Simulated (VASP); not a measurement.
These are PBEsol GGA, VASP's PBE PAW potentials (set 64) (plane waves; VASP) values and carry that method's errors.

A VASP calculation is set up with these files.

**POSCAR**
```
Ga3As4B
1
    5.4409705909    -0.0000000000    -0.0000000000
   -0.0000000000     5.4409705909    -0.0000000000
   -0.0000000000    -0.0000000000     5.4409705909
Ga As B
3 4 1
Direct
  0.0000000000   1.0000000000   0.0000000000
  0.5000000000   0.5000000000   0.0000000000
  0.5000000000   0.0000000000   0.5000000000
  0.2277882608   0.2722117392   0.2722117392
  0.7722117392   0.7277882608   0.2722117392
  0.7722117392   0.2722117392   0.7277882608
  0.2277882608   0.7277882608   0.7277882608
  0.0000000000   0.5000000000   0.5000000000
```

**INCAR**
```
# general
SYSTEM  = Ga3As4B
PREC    = Accurate
ENCUT   = 520
LREAL   = .FALSE.   # projection in real space or not
LASPH   = .TRUE.   # aspherical one-centre terms

# electronic loop
EDIFF   = 1E-6
NELM    = 100   # most electronic steps
ALGO    = Normal   # blocked Davidson
LMAXMIX = 4   # l cut-off of mixed one-centre charges

# smearing
ISMEAR  = 0
SIGMA   = 0.05   # width (eV)

# functional
GGA     = PS   # PBEsol

# ions
IBRION  = 2   # conjugate gradients
NSW     = 60   # most ionic steps
ISIF    = 3
EDIFFG  = -0.02   # ionic stop

# output
LWAVE   = .FALSE.
LCHARG  = .FALSE.
```

### KPOINTS
```
Regular mesh
0
gamma
4 4 4
0 0 0
```

POTCAR, in this order: Ga_d As B (PBE.64 set). Program: vasp_std.

What VASP printed:

File OUTCAR:
```
 ion  position               nearest neighbor table
   1  0.000  0.000  0.000-   4 2.43   5 2.43   6 2.43   7 2.43
   2  0.500  0.500  0.000-   4 2.43   5 2.43   6 2.43   7 2.43
   3  0.500  0.000  0.500-   4 2.43   5 2.43   6 2.43   7 2.43
   4  0.228  0.272  0.272-   8 2.15   2 2.43   3 2.43   1 2.43
   5  0.772  0.728  0.272-   8 2.15   2 2.43   3 2.43   1 2.43
   6  0.772  0.272  0.728-   8 2.15   2 2.43   3 2.43   1 2.43
   7  0.228  0.728  0.728-   8 2.15   2 2.43   3 2.43   1 2.43
   8  0.000  0.500  0.500-   4 2.15   5 2.15   6 2.15   7 2.15
  LATTYP: Found a simple cubic cell.
 ALAT       =     5.4409705909
 Subroutine PRICEL returns:
 Original cell was already a primitive cell.
 Subroutine GETGRP returns: Found 24 space group operations
The static configuration has the point symmetry D_2d.
 The point group associated with its full space group is T_d .
The dynamic configuration has the point symmetry D_2d.
 Subroutine INISYM returns: Found 24 space group operations
 Subroutine IBZKPT returns following result:
 Found     10 irreducible k-points:

 Following reciprocal coordinates:
            Coordinates               Weight
  0.000000  0.000000  0.000000      1.000000
  0.250000  0.000000  0.000000      6.000000
  0.500000  0.000000  0.000000      3.000000
  0.250000  0.250000  0.000000     12.000000
  0.500000  0.250000  0.000000     12.000000
  0.500000  0.500000  0.000000      3.000000
  0.250000  0.250000  0.250000      8.000000
  0.500000  0.250000  0.250000     12.000000
  0.500000  0.500000  0.250000      6.000000
  0.500000  0.500000  0.500000      1.000000
   k-points           NKPTS =     10   k-points in BZ     NKDIM =     10   number of bands    NBANDS=     37
   number of dos      NEDOS =    301   number of ions     NIONS =      8
   total plane-waves  NPLWV =  64000
   dimension x,y,z NGX =    40 NGY =   40 NGZ =   40
   dimension x,y,z NGXF=    80 NGYF=   80 NGZF=   80
   ions per type =               3   4   1
   PREC   = accura    normal or accurate (medium, high low for compatibility)
   ISTART =      0    job   : 0-new  1-cont  2-samecut
   ICHARG =      2    charge: 1-file 2-atom 10-const
   ISPIN  =      1    spin polarized calculation?
   LNONCOLLINEAR =      F non collinear calculations
   LSORBIT =      F    spin-orbit coupling
   INIWAV =      1    electr: 0-lowe 1-rand  2-diag
   ENCUT  =  520.0 eV  38.22 Ry    6.18 a.u.  10.12 10.12 10.12*2*pi/ulx,y,z
   NELM   =    100;   NELMIN=  2; NELMDL= -5     # of ELM steps
   EDIFF  = 0.1E-05   stopping-criterion for ELM
   LREAL  =      F    real-space projection
   NLSPLINE    = F    spline interpolate recip. space projectors
   LMAXMIX     =    4 max onsite mixed and CHGCAR
   VOSKOWN=      0    Vosko Wilk Nusair interpolation
   EDIFFG = -.2E-01   stopping-criterion for IOM
   NSW    =     60    number of steps for IOM
   NBLOCK =      1;   KBLOCK =     60    inner block; outer block
   IBRION =      2    ionic relax: 0-MD 1-quasi-New 2-CG
   NFREE  =      1    steps in history (QN), initial steepest desc. (CG)
   ISIF   =      3    stress and relaxation
   ISYM   =      2    0-nonsym 1-usesym 2-fastsym
   TEIN   =    0.0    initial temperature
   TEBEG  =    0.0;   TEEND  =   0.0 temperature during run
   SMASS  =  -3.00    Nose mass-parameter (am)
   PSTRESS=    0.0 pullay stress
   NELECT =      62.0000    total number of electrons
   EFERMI =   0.00;   METHOD = LEGACY
   ISMEAR =     0;   SIGMA  =   0.05  broadening in eV -4-tet -1-fermi 0-gaus
   IALGO  =     38    algorithm
   LDIAG  =      T    sub-space diagonalisation (order eigenvalues)
   IMIX   =      4    mixing-type and parameters
     AMIX     =   0.40;   BMIX     =  1.00
     AMIX_MAG =   1.60;   BMIX_MAG =  1.00
     AMIN     =   0.10
   GGA     = PS    functional components
   VOSKOWN =     0    Vosko Wilk Nusair interpolation
...
```

File OSZICAR:
```
       N       E                     dE             d eps       ncg     rms          rms(c)
DAV:   1     0.508225163624E+03    0.50823E+03   -0.28453E+04   781   0.225E+03
DAV:   2     0.364841271543E+02   -0.47174E+03   -0.45651E+03   827   0.557E+02
DAV:   3    -0.353644310595E+02   -0.71849E+02   -0.68669E+02   876   0.161E+02
DAV:   4    -0.393345625057E+02   -0.39701E+01   -0.39219E+01   904   0.380E+01
DAV:   5    -0.394531183674E+02   -0.11856E+00   -0.11820E+00   923   0.637E+00    0.645E+00
DAV:   6    -0.387314913207E+02    0.72163E+00   -0.12952E+00  1004   0.147E+01    0.360E+00
DAV:   7    -0.385964388453E+02    0.13505E+00   -0.56502E-01   830   0.356E+00    0.136E+00
DAV:   8    -0.385857553303E+02    0.10684E-01   -0.73721E-02   930   0.249E+00    0.349E-01
DAV:   9    -0.385866321692E+02   -0.87684E-03   -0.10686E-02   915   0.961E-01    0.963E-02
DAV:  10    -0.385866682004E+02   -0.36031E-04   -0.16796E-03   884   0.348E-01    0.388E-02
DAV:  11    -0.385867544991E+02   -0.86299E-04   -0.25600E-04  1036   0.833E-02    0.243E-02
DAV:  12    -0.385867634822E+02   -0.89831E-05   -0.63589E-05  1023   0.611E-02    0.956E-03
DAV:  13    -0.385867660201E+02   -0.25378E-05   -0.21233E-05   826   0.390E-02    0.321E-03
DAV:  14    -0.385867661274E+02   -0.10732E-06   -0.23061E-06   664   0.992E-03
   1 F= -.38586766E+02 E0= -.38586766E+02  d E =-.385868E+02
       N       E                     dE             d eps       ncg     rms          rms(c)
DAV:   1    -0.385871935683E+02   -0.42755E-03   -0.13052E-02   836   0.838E-01    0.823E-02
DAV:   2    -0.385871270160E+02    0.66552E-04   -0.13287E-03   971   0.347E-01    0.380E-02
DAV:   3    -0.385870938671E+02    0.33149E-04   -0.13183E-04  1055   0.945E-02    0.119E-02
DAV:   4    -0.385870899562E+02    0.39109E-05   -0.22256E-05   844   0.363E-02    0.655E-03
DAV:   5    -0.385870882657E+02    0.16905E-05   -0.23373E-06   700   0.101E-02    0.904E-04
DAV:   6    -0.385870882551E+02    0.10570E-07   -0.31662E-07   475   0.563E-03
   2 F= -.38587088E+02 E0= -.38587088E+02  d E =-.322128E-03
```

### OUTCAR
```
------------------------ aborting loop because EDIFF is reached ----------------------------------------
  FORCE on cell =-STRESS in cart. coord.  units (eV):
  Direction    XX          YY          ZZ          XY          YZ          ZX
  --------------------------------------------------------------------------------------
  Total       -0.0153142     -0.0153142     -0.0153142      0.0000000     -0.0000000     -0.0000000
  in kB       -0.1522279     -0.1522279     -0.1522279      0.0000000     -0.0000000     -0.0000000
  external PRESSURE =      -0.1522279 kB  Pullay stress =       0.0000000 kB
  volume of cell :      161.18
      direct lattice vectors                 reciprocal lattice vectors
     5.442149762  0.000000000 -0.000000000     0.183750915  0.000000000  0.000000000
    -0.000000000  5.442149762 -0.000000000     0.000000000  0.183750915  0.000000000
    -0.000000000  0.000000000  5.442149762     0.000000000  0.000000000  0.183750915
 POSITION                                       TOTAL-FORCE (eV/Angst)
 -----------------------------------------------------------------------------------
     -0.00000      0.00000      5.44215         0.000000     -0.000000     -0.000000
      2.72107      2.72107      5.44215         0.000000      0.000000     -0.000000
      2.72107      0.00000      2.72107         0.000000      0.000000     -0.000000
      1.24103      1.48005      1.48005         0.009322     -0.009322     -0.009322
      4.20112      3.96210      1.48005        -0.009322      0.009322     -0.009322
      4.20112      1.48005      3.96210        -0.009322     -0.009322      0.009322
      1.24103      3.96210      3.96210         0.009322      0.009322      0.009322
      5.44215      2.72107      2.72107         0.000000      0.000000     -0.000000
 -----------------------------------------------------------------------------------
    total drift:                               -0.000000     -0.000000      0.000000
  FREE ENERGIE OF THE ION-ELECTRON SYSTEM (eV)
  ---------------------------------------------------
  free  energy   TOTEN  =       -38.5870882551 eV

  energy  without entropy=      -38.5870882551  energy(sigma->0) =      -38.58708826

 reached required accuracy - stopping structural energy minimisation
```
(Selected blocks of OUTCAR.)

### CONTCAR
```
Ga3As4B
   1.00000000000000
     5.4421497617575838    0.0000000000000000   -0.0000000000000000
    -0.0000000000000000    5.4421497617575838   -0.0000000000000000
    -0.0000000000000000    0.0000000000000000    5.4421497617575838
  Ga              As              B
     3     4     1
Direct
     0.0000000000000000    0.0000000000000000    1.0000000000000000
     0.5000000000000000    0.5000000000000000    1.0000000000000000
     0.5000000000000000    0.0000000000000000    0.5000000000000000
     0.2280403459160762    0.2719596540839238    0.2719596540839238
     0.7719596540839238    0.7280403459160762    0.2719596540839238
     0.7719596540839238    0.2719596540839238    0.7280403459160762
     0.2280403459160762    0.7280403459160762    0.7280403459160762
     1.0000000000000000    0.5000000000000000    0.5000000000000000
```

The structure was generated: Ga3As4B was put into an ordered model structure (P-43m), which need not be its known phase. This run relaxes it. Symmetry was kept, so distortions that lower it aren't found. The start is the result of an earlier pass.
